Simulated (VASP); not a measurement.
# MnAl2O4 with r2SCAN: from relaxation to properties, part 2 of 2

What structure and properties does r2SCAN give MnAl2O4, and how near are they to the measured ones? The start is a computed cell from the Materials Project.

VASP 6.6.1; r2SCAN, spin-polarised from a ferromagnetic start; plane waves and PAW (Mn_pv, Al, O).

Still holding for the runs below: The magnetic state follows from one typed start and may not be the lowest. Experiment finds antiferromagnetic order in this phase (below 40 K, arxiv:1405.4694), so this ferromagnetic run describes another state.

So far, gap on the k-mesh (eV): step 2 (full relaxation (r2SCAN)) 2.52; step 5 (total and projected DOS (r2SCAN)) 2.52. The relaxed cell has a = 8.195 Å (conventional setting).

**6. Field gradients at the nuclei (r2SCAN)**

Field gradients probe how far the charge around each nucleus departs from cubic symmetry; LASPH keeps the non-spherical terms inside the spheres.

File INCAR:

```
SYSTEM = MnAl2O4
PREC = Accurate
ENCUT = 520
EDIFF = 1E-07
NELM = 100
ISMEAR = 0
SIGMA = 0.05
LREAL = .FALSE.
ALGO = Normal
METAGGA = R2SCAN
LASPH = .TRUE.
NBANDS = 70
ISPIN = 2
MAGMOM = 4.46 4.46 0.009 0.009 0.009 0.009 0.046 0.046 0.046 0.046 0.046 0.046 0.046 0.046
LMAXMIX = 4
LORBIT = 11
LWAVE = .FALSE.
LCHARG = .FALSE.
KPAR = 8
LEFG = .TRUE.
```

File POSCAR:

```
MnAl2O4
1.0
    0.0000000000      4.0975837901      4.0975837901
    4.0975837901      0.0000000000      4.0975837901
    4.0975837901      4.0975837901      0.0000000000
Mn Al O
2 4 8
Direct
    0.7500000000      0.7500000000      0.7500000000
    0.5000000000      0.5000000000      0.5000000000
    0.1250000000      0.1250000000      0.6250000000
    0.6250000000      0.1250000000      0.1250000000
    0.1250000000      0.1250000000      0.1250000000
    0.1250000000      0.6250000000      0.1250000000
    0.8914200262      0.8914200262      0.8914200262
    0.3585799738      0.9242600785      0.3585799738
    0.3257399215      0.8914200262      0.8914200262
    0.8914200262      0.8914200262      0.3257399215
    0.3585799738      0.3585799738      0.3585799738
    0.8914200262      0.3257399215      0.8914200262
    0.3585799738      0.3585799738      0.9242600785
    0.9242600785      0.3585799738      0.3585799738
```

File KPOINTS:

```
Automatic mesh
0
Gamma
4 4 4
0 0 0
```

Potentials, in the order of the species: Mn_pv, Al and O (PBE family, release 64).

The run is started by

```bash
$ mpirun -np 8 vasp_std
```

It took 1.8 min on 8 MPI ranks of AMD EPYC 9R45, shared host; peak memory 4 GiB.

Numbers from this step:

```yaml
electronic_steps: 21
bands: 70
irreducible_k_points: 8
free_energy_toten: -145.8261 eV
fermi_energy: 7.199 eV
pressure: -7.06e-5 GPa
```

Electric field gradients, by row:

```csv
atom,Vxx (V/Å²),Vyy (V/Å²),Vzz (V/Å²),asymmetry
Mn1,0.003,0.003,-0.007,-
Mn2,0.003,0.003,-0.007,-
Al3,6.502,6.502,-13.01,0
Al4,6.502,6.502,-13.01,0
Al5,6.502,6.502,-13.01,0
Al6,6.502,6.502,-13.01,0
O7,5.595,5.595,-11.19,0
O8,5.594,5.592,-11.19,0
O9,5.594,5.592,-11.19,0
O10,5.594,5.592,-11.19,0
O11,5.595,5.595,-11.19,0
O12,5.594,5.592,-11.19,0
O13,5.594,5.592,-11.19,0
O14,5.594,5.592,-11.19,0
```

The largest gradient, -13.01 V/Å², sits on Al3 and like sites; times the quadrupole moment of a nucleus that has one, it gives the coupling that NMR and NQR see.

**7. Independent-particle dielectric function (r2SCAN)**

LOPTICS sums transitions from filled to empty bands. The mesh is finer than in the run before. NBANDS is raised for it.

Changes to INCAR since step 6:

```diff
@@ -3,3 +3,3 @@
 ENCUT = 520
-EDIFF = 1E-07
+EDIFF = 1E-06
 NELM = 100
@@ -11,3 +11,3 @@
 LASPH = .TRUE.
-NBANDS = 70
+NBANDS = 155
 ISPIN = 2
@@ -19,2 +19,4 @@
 KPAR = 8
-LEFG = .TRUE.
+LOPTICS = .TRUE.
+NEDOS = 1500
+CSHIFT = 0.1
```

POSCAR is that of step 6.

File KPOINTS:

```
Automatic mesh
0
Gamma
6 6 6
0 0 0
```

The run is started by

```bash
$ mpirun -np 8 vasp_std
```

The job ended after 5.5 min (8 MPI ranks; peak memory 7.9 GiB).

These are independent-particle spectra without excitons or local fields, and fine structure depends on the mesh and on CSHIFT.

This step gave:

```
electronic steps     : 19
bands                : 155
irreducible k points : 16
free energy (TOTEN)  : -145.8266 eV
Fermi energy         : 7.132 eV
pressure             : -4.12e-4 GPa
```

Table of imaginary dielectric function, xx by photon energy; read off at these points:

```csv
photon energy (eV),"imaginary dielectric function, xx"
0.00,0
0.50,0.00226
1.00,0.00463
1.50,0.00761
2.00,0.0121
2.50,0.0464
3.00,0.109
3.50,0.0865
4.00,0.104
4.50,0.237
5.00,0.176
5.50,0.227
6.00,0.352
6.50,1.03
7.00,2.12
7.50,3.25
7.88,3.54
8.00,3.13
8.50,2.10
9.00,2.20
9.50,2.06
10.00,2.55
10.50,2.75
10.71,2.89
11.00,2.48
11.39,2.95
11.50,2.89
12.00,2.55
12.50,2.49
13.00,2.87
13.50,2.76
14.00,3.48
14.22,3.71
14.50,3.55
15.00,3.23
15.50,2.99
16.00,2.94
16.50,2.63
17.00,2.52
17.50,2.26
18.00,2.08
18.50,2.13
19.00,2.18
19.42,2.51
19.50,2.50
20.00,2.31
20.50,1.69
21.00,1.09
21.50,1.09
22.00,1.05
22.50,0.867
23.00,0.731
23.50,0.738
24.00,0.637
24.50,0.593
```

Table of real dielectric function, xx by photon energy:

```csv
photon energy (eV),"real dielectric function, xx"
0,3.28
1,3.30
2,3.38
3,3.51
4,3.67
5,3.99
6,4.67
7,5.13
8,2.62
9,3.07
10,3.09
11,2.49
12,2.21
13,2.33
14,2.21
15,1.14
16,0.756
17,0.372
18,0.404
19,0.437
20,-0.545
21,-0.572
22,-0.267
23,-0.0978
24,-0.0258
```

**8. Results**

| Item | Value |
| --- | --- |
| relaxed volume | 9.828 Å³/atom |
| relaxed conventional cell a, b, c | 8.195, 8.195, 8.195 Å |
| space group after relaxing, within 0.02 Å | Fd-3m (No. 227) |
| moment of the cell (6×6×6 mesh) | 10 μB |
| largest site moment (6×6×6 mesh) | 4.46 μB on Mn1 |
| band gap | 2.52 eV, direct |
| gap among the points of the DOS mesh alone, an upper bound | 2.52 eV |
| largest field gradient Vzz | -13.01 V/Å² on Al3 |
| strongest peak of ε2, mean over directions | 14.2 eV |
| ε1 at zero frequency, no local fields, mean | 3.28 |

What this shows: With r2SCAN, MnAl2O4 relaxes to 9.828 Å³/atom in space group Fd-3m, has a direct gap of 2.52 eV and keeps moments of up to 4.46 μB (6×6×6 mesh). Band structure (r2SCAN), spin up: The path shows a direct gap of 2.52 eV (valence top at Γ, conduction bottom at Γ). Band structure (r2SCAN), spin down: On this path the gap is indirect, 6.19 eV, with the valence top at X and the conduction bottom at Γ. The least direct gap is 6.28 eV. Semilocal functionals usually underestimate gaps. Only the typed magnetic starts were tried, so the magnetic ground state may differ and with it the other results. Only ferromagnetic starts were used, while the crystal orders antiferromagnetically, so what depends on the order belongs to another state. No search among competing phases was made, and a listed structure need not be the one stable at ambient conditions. All values are for a static lattice at zero temperature.

Comparison with the measured values:

| quantity | measured | r2SCAN |
| --- | --- | --- |
| lattice constant a (Å) | 8.20979 | 8.195 (-0.2 %) |

Measured values from arxiv:1405.4694 (2014).

Verdict: The lattice constant a is off by -0.2 %. The runs are ferromagnetic and the sample is antiferromagnetic, so the match is not graded. Zero-point motion and thermal expansion (measured at up to 300 K) are not in the computed lattice constants.

[Lines on the potential files, build, host, timing and source positions are cut from VASP's logs without a mark.]

[Logs are printed without paths, hosts, clocks, repeated set-up lines and the standing remarks that a program may print on its own settings, such as how far it seeks lower states.]

[Hosts, paths, dates, database ids (printed as entryN), source tags and the programs' standing remarks are cut or masked in the printed files.]

[A measured line is paired with the nearest computed mode of its activity, which favours agreement.]
